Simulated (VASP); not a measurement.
# Al2GaP3 (I-4m2) in VASP: band structure with PBE

Aim: the band structure of Al2GaP3 with PBE.

Everything below comes from runs of VASP 6.6.1. Logs are shortened: lines on timing, memory, paths and dates and some standing lists are left out, and cuts for length are marked.

## 1. The structure

It takes space group I-4m2 (No. 119, tetragonal). The conventional cell has a = 3.895 Å, b = 3.895 Å, c = 16.509 Å, α = 90.00°, β = 90.00°, γ = 90.00°. Around Al (site symmetry 2mm) lie 4 P at 2.38 Å. Ga (site symmetry -4m2) has 4 P at 2.39 Å as nearest neighbours. Around P (site symmetry 2mm) lie 2 Al at 2.38 Å and 2 Ga at 2.39 Å. P (site symmetry -4m2) is surrounded by 4 Al at 2.38 Å.

The cell was built by a generator and needn't be a form met in nature.

## 2. Band structure, PBE

INCAR

```
SYSTEM = Al2GaP3
PREC = Accurate ; ENCUT = 520
EDIFF = 1E-6 ; ISMEAR = 0
SIGMA = 0.03 ; LREAL = .FALSE.
LASPH = .TRUE. ; NELM = 60
ALGO = Normal ; ISIF = 2
LWAVE = .FALSE. ; LCHARG = .FALSE.
GGA = PE ; NBANDS = 26
KPAR = 2
```

KPOINTS

```
regular mesh
0
G
  10 10 10
  0 0 0
```

POSCAR

```
Al2GaP3
1.0
   -1.9473900000      1.9473900000      8.2547500000
    1.9473900000     -1.9473900000      8.2547500000
    1.9473900000      1.9473900000     -8.2547500000
Al Ga P
2 1 3
Direct
    0.3333590000      0.3333590000      0.0000000000
    0.6666410000      0.6666410000      0.0000000000
    0.0000000000      0.0000000000      0.0000000000
    0.9163060000      0.4163060000      0.5000000000
    0.5836940000      0.0836940000      0.5000000000
    0.2500000000      0.7500000000      0.5000000000
```

KPOINTS_OPT

```
path GXYSGZS1NPY1Z,XP
20
line-mode
reciprocal
 0.0000000000  0.0000000000  0.0000000000  G
 0.0000000000  0.0000000000  0.5000000000  X

 0.0000000000  0.0000000000  0.5000000000  X
-0.0278271049  0.0278271049  0.5000000000  Y

-0.0278271049  0.0278271049  0.5000000000  Y
-0.2639135525  0.2639135525  0.2639135525  S

-0.2639135525  0.2639135525  0.2639135525  S
 0.0000000000  0.0000000000  0.0000000000  G

 0.0000000000  0.0000000000  0.0000000000  G
 0.5000000000  0.5000000000 -0.5000000000  Z

 0.5000000000  0.5000000000 -0.5000000000  Z
 0.2639135525  0.7360864475 -0.2639135525  S1

 0.2639135525  0.7360864475 -0.2639135525  S1
 0.0000000000  0.5000000000  0.0000000000  N

 0.0000000000  0.5000000000  0.0000000000  N
 0.2500000000  0.2500000000  0.2500000000  P

 0.2500000000  0.2500000000  0.2500000000  P
 0.5000000000  0.5000000000 -0.0278271049  Y1

 0.5000000000  0.5000000000 -0.0278271049  Y1
 0.5000000000  0.5000000000 -0.5000000000  Z

 0.0000000000  0.0000000000  0.5000000000  X
 0.2500000000  0.2500000000  0.2500000000  P
```

Potentials or basis: VASP PAW PBE potentials, release 64 (Al, Ga_d, P).

Run with:

```sh
cat potpaw_PBE.64/Al/POTCAR potpaw_PBE.64/Ga_d/POTCAR potpaw_PBE.64/P/POTCAR > POTCAR
mpirun -np 2 vasp_std > vasp.out
```

OUTCAR:

```text
SYSTEM = Al2GaP3
   PREC = Accurate
   ENCUT = 520
   EDIFF = 1E-6
   ISMEAR = 0
   LREAL = .FALSE.
   LASPH = .TRUE.
   NELM = 60
   ISIF = 2
   GGA = PE

 ion  position               nearest neighbor table
   1  0.333  0.333  0.000-   4 2.38   4 2.38   6 2.38   6 2.38
   2  0.667  0.667  0.000-   5 2.38   5 2.38   6 2.38   6 2.38
   3  0.000  0.000  0.000-   4 2.39   5 2.39   5 2.39   4 2.39
   4  0.916  0.416  0.500-   1 2.38   1 2.38   3 2.39   3 2.39
   5  0.584  0.084  0.500-   2 2.38   2 2.38   3 2.39   3 2.39
   6  0.250  0.750  0.500-   1 2.38   2 2.38   1 2.38   2 2.38

  LATTYP: Found a body centered tetragonal cell.
 ALAT       =     3.8947800000
 C/A-ratio  =     4.2388787043

  Lattice vectors:

 A1 = (  -1.9473900000,   1.9473900000,   8.2547500000)
 A2 = (   1.9473900000,  -1.9473900000,   8.2547500000)
 A3 = (   1.9473900000,   1.9473900000,  -8.2547500000)

Analysis of symmetry for initial positions (statically):
=====================================================================
 Subroutine PRICEL returns:
 Original cell was already a primitive cell.

 Routine SETGRP: Setting up the symmetry group for a
 body centered tetragonal supercell.

 Subroutine GETGRP returns: Found  8 space group operations
 (whereof  8 operations were pure point group operations)
 out of a pool of 16 trial point group operations.

The static configuration has the point symmetry D_2d.

Analysis of symmetry for dynamics (positions and initial velocities):
=====================================================================
 Subroutine PRICEL returns:
 Original cell was already a primitive cell.

 Routine SETGRP: Setting up the symmetry group for a
 body centered tetragonal supercell.

 Subroutine GETGRP returns: Found  8 space group operations
 (whereof  8 operations were pure point group operations)
 out of a pool of 16 trial point group operations.

The dynamic configuration has the point symmetry D_2d.

 Subroutine INISYM returns: Found  8 space group operations
 (whereof  8 operations are pure point group operations),
 and found     1 'primitive' translations

----------------------------------------------------------------------------------------

                                     Primitive cell

  volume of cell :     125.2189

  direct lattice vectors                    reciprocal lattice vectors
[... 99 lines left out ...]
   IBRION =     -1    ionic relax: 0-MD 1-quasi-New 2-CG
   NFREE  =      0    steps in history (QN), initial steepest desc. (CG)
   ISIF   =      2    stress and relaxation
   ISYM   =      2    0-nonsym 1-usesym 2-fastsym
   POTIM  = 0.5000    time-step for ionic-motion
   TEBEG  =    0.0;   TEEND  =   0.0 temperature during run
   PSTRESS=    0.0 pullay stress
   NELECT =      34.0000    total number of electrons
   NUPDOWN=      -1.0000    fix difference up-down
   EMIN   =  10.00;   EMAX   =-10.00  energy-range for DOS
   EFERMI =   0.00;   METHOD = LEGACY
   ISMEAR =     0;   SIGMA  =   0.03  broadening in eV -4-tet -1-fermi 0-gaus
   EFERMI_NEDOS =   21; number of points for ismear=-14 and -15
   IALGO  =     38    algorithm
   IMIX   =      4    mixing-type and parameters
     AMIX     =   0.40;   BMIX     =  1.00
     AMIX_MAG =   1.60;   BMIX_MAG =  1.00
  volume/ion in A,a.u.               =      20.87       140.84
  Fermi-wavevector in a.u.,A,eV,Ry     =   1.060094  2.003288 15.290229  1.123800
  Thomas-Fermi vector in A             =   2.195463
   LORBIT       =      0    0 simple, 1 ext, 2 COOP (PROOUT), +10 PAW based schemes
   GGA     = PE    functional components
   LHFCALC =     F    Hartree Fock is set to
   AEXX    =    0.0000 exact exchange contribution
   IVDW    =     0    specifies the selected vdW correction
   LEPSILON=     F    determine dielectric tensor
   LRPA    =     F    only Hartree local field effects (RPA)
 non-spin polarized calculation
 Gauss-broadening in eV      SIGMA  =   0.03
  energy-cutoff  :      520.00
  volume of cell :      125.22
 maximum number of plane-waves:      3406
 NGX is ok and might be reduce to    70
   NGX = 33   NGY = 33   NGZ = 33

 number of electron      34.0000001 magnetization

 Free energy of the ion-electron system (eV)
  ---------------------------------------------------
  ext. energy  EPLUGINS =         0.00000000
  ---------------------------------------------------
  free energy    TOTEN  =       -29.87046540 eV

  energy without entropy =      -29.87046540  energy(sigma->0) =      -29.87046540

 E-fermi :   4.5281     XC(G=0):  -9.3057

 val. band max:        4.3477512111   @ k =   0.0000   0.0000   0.0000
 cond. band min:       5.9895429956   @ k =   0.5000   0.5000  -0.0000
 fundamental gap:      1.6417917845
 Fermi energy:         4.5281427383

 k-point     1 :       0.0000    0.0000    0.0000
  band No.  band energies     occupation
      1      -9.9317      2.00000
      2      -9.8506      2.00000
      3      -9.8506      2.00000
      4      -9.8045      2.00000
      5      -9.7788      2.00000
      6      -7.3338      2.00000
[... 685 lines left out ...]
     25      10.8640      0.00000
     26      11.5794      0.00000

 [... further k-points ...]

------------------------ aborting loop because EDIFF is reached ----------------------------------------

  FORCE on cell =-STRESS in cart. coord.  units (eV):
  Direction    XX          YY          ZZ          XY          YZ          ZX
  --------------------------------------------------------------------------------------
  -------------------------------------------------------------------------------------
  Total       -0.0128274     -0.0128274     -0.0104844      0.0000000      0.0000000      0.0000000
  in kB       -0.1641270     -0.1641270     -0.1341479      0.0000000      0.0000000      0.0000000
  external PRESSURE =      -0.1541340 kB  Pullay stress =       0.0000000 kB

 VOLUME and BASIS-vectors are now :
 -----------------------------------------------------------------------------
  energy-cutoff  :      520.00
  volume of cell :      125.22
      direct lattice vectors                 reciprocal lattice vectors
    -1.947390000  1.947390000  8.254750000     0.000000000  0.256753912  0.060571186
     1.947390000 -1.947390000  8.254750000     0.256753912  0.000000000  0.060571186
     1.947390000  1.947390000 -8.254750000     0.256753912  0.256753912  0.000000000

 POSITION                                       TOTAL-FORCE (eV/Angst)
 -----------------------------------------------------------------------------------
      0.00000      0.00000      5.50359        -0.000000     -0.000000     -0.008521
      0.00000      0.00000     11.00591         0.000000     -0.000000      0.008521
      0.00000      0.00000      0.00000         0.000000     -0.000000     -0.000000
      0.00000      1.94739      6.87300        -0.000000      0.000000     -0.003971
      0.00000      1.94739      1.38175        -0.000000      0.000000      0.003971
      1.94739      0.00000      4.12737         0.000000     -0.000000     -0.000000
 -----------------------------------------------------------------------------------
    total drift:                                0.000001     -0.000001     -0.000000

  FREE ENERGIE OF THE ION-ELECTRON SYSTEM (eV)
  ---------------------------------------------------
  free  energy   TOTEN  =       -29.8704653972 eV

  energy  without entropy=      -29.8704653972  energy(sigma->0) =      -29.87046540
```

OSZICAR:

```text
N       E                     dE             d eps       ncg     rms          rms(c)
DAV:   1     0.186490370604E+03    0.18649E+03   -0.14522E+04  5512   0.137E+03
DAV:   2    -0.633279087669E+01   -0.19282E+03   -0.17854E+03  5776   0.314E+02
DAV:   3    -0.299149487598E+02   -0.23582E+02   -0.23046E+02  6640   0.943E+01
[... 34 lines left out ...]
       N       E                     dE             ncg
DAV:   1     0.860868807062E+05   -0.18089E+05      888
DAV:   2     0.831434616228E+05   -0.29434E+04      914
DAV:   3     0.828203009347E+05   -0.32316E+03     1050
DAV:   4     0.828097347882E+05   -0.10566E+02      950
DAV:   5     0.828093774279E+05   -0.35736E+00     1160
DAV:   6     0.828093616911E+05   -0.15737E-01     1132
DAV:   7     0.828093615486E+05   -0.14250E-03     1214
DAV:   8     0.828093615451E+05   -0.34353E-05      898
DAV:   9     0.828093615450E+05   -0.17576E-06      742
```

stdout:

```text
POSCAR found type information on POSCAR AlGaP
 POSCAR found :  3 types and       6 ions
 scaLAPACK will be used
 LDA part: xc-table for (Slater+PW92), standard interpolation
 POSCAR, INCAR and KPOINTS ok, starting setup
 FFT: planning ... GRIDC
 FFT: planning ... GRID_SOFT
 FFT: planning ... GRID
 WAVECAR not read
 entering main loop
 Start KPOINTS_OPT (optional k-point list driver)
k-point batch [1-102\220]
k-point batch [103-204\220]
k-point batch [205-220\220]
```

Wall time 44 min (2 MPI ranks of AMD EPYC 7R13 (Zen 3), shared host); peak memory 0.86 GiB.

What came out:

```
Free energy             : -29.8705 eV
Pressure                : 0.0 GPa
Largest force           : 0.009 eV/Å
Band gap on the k mesh  : 1.64 eV, indirect (least direct gap 1.84 eV)
Band gap along the path : 1.64 eV, indirect (least direct gap 1.84 eV)
```

Forces in eV/Å, atoms in the order of the input:
```
Al   0.000  0.000 -0.009
Al   0.000  0.000  0.009
Ga   0.000  0.000  0.000
P    0.000  0.000 -0.004
P    0.000  0.000  0.004
P    0.000  0.000  0.000
```

Levels at the corners of the path, in eV from the valence-band top:
| point | band 14 | band 15 | band 16 | band 17 | band 18 | band 19 | band 20 | band 21 |
| --- | --- | --- | --- | --- | --- | --- | --- | --- |
| Γ | -1.79 | -0.02 | 0.00 | 0.00 | 1.84 | 2.28 | 2.56 | 3.12 |
| X | -2.78 | -2.75 | -2.22 | -2.22 | 1.64 | 2.19 | 3.25 | 3.53 |
| X | -2.78 | -2.75 | -2.22 | -2.22 | 1.64 | 2.19 | 3.25 | 3.53 |
| Y | -2.73 | -2.70 | -2.26 | -2.25 | 1.70 | 2.25 | 3.26 | 3.54 |
| Y | -2.73 | -2.70 | -2.26 | -2.25 | 1.70 | 2.25 | 3.26 | 3.54 |
| S | -1.18 | -1.06 | -0.87 | -0.78 | 2.38 | 3.01 | 3.45 | 4.67 |
| S | -1.18 | -1.06 | -0.87 | -0.78 | 2.38 | 3.01 | 3.45 | 4.67 |
| Γ | -1.79 | -0.02 | 0.00 | 0.00 | 1.84 | 2.28 | 2.56 | 3.12 |
| Γ | -1.79 | -0.02 | 0.00 | 0.00 | 1.84 | 2.28 | 2.56 | 3.12 |
| Z | -0.91 | -0.91 | -0.70 | -0.70 | 1.66 | 2.18 | 3.22 | 3.39 |
| Z | -0.91 | -0.91 | -0.70 | -0.70 | 1.66 | 2.18 | 3.22 | 3.39 |
| S1 | -1.18 | -1.06 | -0.87 | -0.78 | 2.38 | 3.01 | 3.45 | 4.67 |
| S1 | -1.18 | -1.06 | -0.87 | -0.78 | 2.38 | 3.01 | 3.45 | 4.67 |
| N | -0.96 | -0.92 | -0.85 | -0.82 | 2.23 | 3.42 | 3.53 | 4.75 |
| N | -0.96 | -0.92 | -0.85 | -0.82 | 2.23 | 3.42 | 3.53 | 4.75 |
| P | -2.50 | -2.47 | -2.45 | -2.40 | 2.06 | 2.25 | 2.48 | 3.07 |
| P | -2.50 | -2.47 | -2.45 | -2.40 | 2.06 | 2.25 | 2.48 | 3.07 |
| Y1 | -2.73 | -2.70 | -2.26 | -2.25 | 1.70 | 2.25 | 3.26 | 3.54 |
| Y1 | -2.73 | -2.70 | -2.26 | -2.25 | 1.70 | 2.25 | 3.26 | 3.54 |
| Z | -0.91 | -0.91 | -0.70 | -0.70 | 1.66 | 2.18 | 3.22 | 3.39 |
| X | -2.78 | -2.75 | -2.22 | -2.22 | 1.64 | 2.19 | 3.25 | 3.53 |
| P | -2.50 | -2.47 | -2.45 | -2.40 | 2.06 | 2.25 | 2.48 | 3.07 |

PBE gaps usually lie below the measured ones, often by a third to a half.
